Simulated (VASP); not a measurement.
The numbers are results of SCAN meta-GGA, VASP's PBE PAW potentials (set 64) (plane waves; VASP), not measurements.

A VASP calculation is set up with these files.

### INCAR
```
SYSTEM = BN
PREC = Accurate
ENCUT = 520
EDIFF = 1E-7
NELM = 100
ALGO = Normal
LREAL = .FALSE.
LASPH = .TRUE.
ISMEAR = 0
SIGMA = 0.05
METAGGA = SCAN
LMIXTAU = .TRUE.
LWAVE = .FALSE.
LCHARG = .FALSE.
ISIF = 4
IBRION = 2
NSW = 30
EDIFFG = -0.01
```

KPOINTS:
```
Automatic mesh
0
G
  10 10 5
0 0 0
```

POSCAR:
```
BN
1
    1.2961553095    -2.2450070732     0.0000000000
    1.2961553095     2.2450070732     0.0000000000
    0.0000000000     0.0000000000     4.2874920372
B N
2 2
Direct
  0.6666670000   0.3333330000   0.5002486094
  0.3333330000   0.6666670000   0.0002486094
  0.6666670000   0.3333330000   0.8747513906
  0.3333330000   0.6666670000   0.3747513906
```

POTCAR, in this order: B N (PBE.64 set). Program: vasp_std.

Output of the run:

### OSZICAR
```
       N       E                     dE             d eps       ncg     rms          rms(c)
DAV:   1     0.453947491110E+02    0.45395E+02   -0.89546E+03  1008   0.133E+03
DAV:   2    -0.431331385419E+02   -0.88528E+02   -0.82008E+02  1452   0.278E+02
DAV:   3    -0.457111052487E+02   -0.25780E+01   -0.25689E+01  1336   0.483E+01
DAV:   4    -0.457269246474E+02   -0.15819E-01   -0.15810E-01  1264   0.390E+00
DAV:   5    -0.457271115837E+02   -0.18694E-03   -0.18683E-03  1316   0.396E-01    0.892E+00
DAV:   6    -0.373807613323E+02    0.83464E+01   -0.51029E+00  1288   0.189E+01    0.449E+00
DAV:   7    -0.386577042455E+02   -0.12769E+01   -0.11852E+00  1044   0.137E+01    0.270E+00
DAV:   8    -0.395108885823E+02   -0.85318E+00   -0.93807E-01  1096   0.103E+01    0.128E+00
DAV:   9    -0.387294849679E+02    0.78140E+00   -0.46989E-01  1104   0.791E+00    0.810E-01
DAV:  10    -0.389008869971E+02   -0.17140E+00   -0.55956E-02  1208   0.332E+00    0.204E-01
DAV:  11    -0.389106450953E+02   -0.97581E-02   -0.33942E-02  1016   0.278E+00    0.115E-01
DAV:  12    -0.389132504536E+02   -0.26054E-02   -0.26160E-03  1224   0.684E-01    0.536E-02
DAV:  13    -0.389130509175E+02    0.19954E-03   -0.24370E-04  1224   0.222E-01    0.197E-02
DAV:  14    -0.389132182690E+02   -0.16735E-03   -0.88403E-05  1168   0.136E-01    0.880E-03
DAV:  15    -0.389132395565E+02   -0.21287E-04   -0.41097E-05  1060   0.931E-02    0.614E-03
DAV:  16    -0.389132469447E+02   -0.73882E-05   -0.58451E-07  1340   0.109E-02    0.296E-03
DAV:  17    -0.389132492634E+02   -0.23186E-05   -0.11695E-06  1080   0.131E-02    0.750E-04
DAV:  18    -0.389132498497E+02   -0.58632E-06   -0.14382E-07   692   0.577E-03    0.554E-04
DAV:  19    -0.389132486532E+02    0.11964E-05   -0.18444E-08   560   0.189E-03    0.374E-04
DAV:  20    -0.389132482249E+02    0.42830E-06   -0.47954E-09   544   0.961E-04    0.219E-04
DAV:  21    -0.389132485995E+02   -0.37459E-06   -0.74509E-10   532   0.373E-04    0.344E-05
DAV:  22    -0.389132483525E+02    0.24704E-06   -0.36764E-10   528   0.257E-04    0.252E-05
DAV:  23    -0.389132483871E+02   -0.34648E-07   -0.40683E-11   528   0.731E-05
   1 F= -.38913248E+02 E0= -.38913248E+02  d E =-.389132E+02
       N       E                     dE             d eps       ncg     rms          rms(c)
DAV:   1    -0.389131402451E+02    0.10811E-03   -0.62955E-02  1132   0.244E+00    0.452E-02
DAV:   2    -0.389131997961E+02   -0.59551E-04   -0.11040E-03  1252   0.355E-01    0.299E-02
DAV:   3    -0.389132979222E+02   -0.98126E-04   -0.76759E-05  1144   0.139E-01    0.142E-02
DAV:   4    -0.389131966314E+02    0.10129E-03   -0.54673E-05  1252   0.108E-01    0.729E-03
DAV:   5    -0.389132792683E+02   -0.82637E-04   -0.22571E-05  1044   0.777E-02    0.314E-03
DAV:   6    -0.389132562858E+02    0.22983E-04   -0.24613E-06  1184   0.227E-02    0.850E-04
DAV:   7    -0.389132664592E+02   -0.10173E-04   -0.15923E-06  1152   0.171E-02    0.367E-04
DAV:   8    -0.389132631401E+02    0.33192E-05   -0.94910E-08   748   0.461E-03    0.114E-04
DAV:   9    -0.389132641162E+02   -0.97619E-06   -0.10240E-08   540   0.161E-03    0.541E-05
DAV:  10    -0.389132634333E+02    0.68293E-06   -0.42146E-09   524   0.101E-03    0.269E-05
DAV:  11    -0.389132635310E+02   -0.97639E-07   -0.48557E-10   516   0.280E-04
   2 F= -.38913264E+02 E0= -.38913264E+02  d E =-.151438E-04
       N       E                     dE             d eps       ncg     rms          rms(c)
DAV:   1    -0.389133577684E+02   -0.94335E-04   -0.14751E-02  1128   0.118E+00    0.219E-02
DAV:   2    -0.389134103623E+02   -0.52594E-04   -0.25986E-04  1260   0.173E-01    0.144E-02
DAV:   3    -0.389133615293E+02    0.48833E-04   -0.17713E-05  1144   0.665E-02    0.687E-03
DAV:   4    -0.389134090870E+02   -0.47558E-04   -0.12806E-05  1260   0.523E-02    0.356E-03
DAV:   5    -0.389133772527E+02    0.31834E-04   -0.52232E-06  1044   0.373E-02    0.149E-03
DAV:   6    -0.389133878859E+02   -0.10633E-04   -0.54621E-07  1168   0.107E-02    0.392E-04
DAV:   7    -0.389133836864E+02    0.41995E-05   -0.38787E-07  1148   0.845E-03    0.186E-04
DAV:   8    -0.389133852266E+02   -0.15402E-05   -0.22282E-08   544   0.222E-03    0.644E-05
DAV:   9    -0.389133848091E+02    0.41750E-06   -0.22752E-09   516   0.752E-04    0.359E-05
DAV:  10    -0.389133851526E+02   -0.34355E-06   -0.10742E-09   516   0.503E-04    0.249E-05
DAV:  11    -0.389133850984E+02    0.54257E-07   -0.13940E-10   516   0.153E-04
   3 F= -.38913385E+02 E0= -.38913385E+02  d E =-.136711E-03
```

OUTCAR:
```
------------------------ aborting loop because EDIFF is reached ----------------------------------------
  FORCE on cell =-STRESS in cart. coord.  units (eV):
  Direction    XX          YY          ZZ          XY          YZ          ZX
  --------------------------------------------------------------------------------------
  Total       -3.2592014     -3.2592020     -3.2373306      0.0000000      0.0000000      0.0000000
  in kB     -209.2732389   -209.2732788   -207.8689190      0.0000000      0.0000000      0.0000000
  external PRESSURE =    -208.8051456 kB  Pullay stress =       0.0000000 kB
  volume of cell :       24.95
      direct lattice vectors                 reciprocal lattice vectors
     1.296190208 -2.245067509 -0.000000000     0.385745855 -0.222710452 -0.000000000
     1.296190208  2.245067509 -0.000000000     0.385745855  0.222710452  0.000000000
     0.000000000 -0.000000000  4.287261189     0.000000000  0.000000000  0.233249143
  FREE ENERGIE OF THE ION-ELECTRON SYSTEM (eV)
  ---------------------------------------------------
  free  energy   TOTEN  =       -38.9133850984 eV

  energy  without entropy=      -38.9133850984  energy(sigma->0) =      -38.91338510

 reached required accuracy - stopping structural energy minimisation
```
(Selected blocks of OUTCAR.)

File CONTCAR:
```
BN
   1.00000000000000
     1.2961902075178320   -2.2450675093355139   -0.0000000000000000
     1.2961902075178320    2.2450675093355139   -0.0000000000000000
     0.0000000000000000   -0.0000000000000000    4.2872611886610708
  B               N
     2     2
Direct
     0.6666669999999968    0.3333330000000032    0.4999450092172913
     0.3333330000000032    0.6666669999999968    0.9999450092172913
     0.6666669999999968    0.3333330000000032    0.8750549907827087
     0.3333330000000032    0.6666669999999968    0.3750549907827087
```

The compound is BN in the wurtzite structure, a metastable high-pressure form. This cell is one point of a volume scan, at 1.06 of the reference volume. Symmetry was kept, so distortions that lower it aren't found.
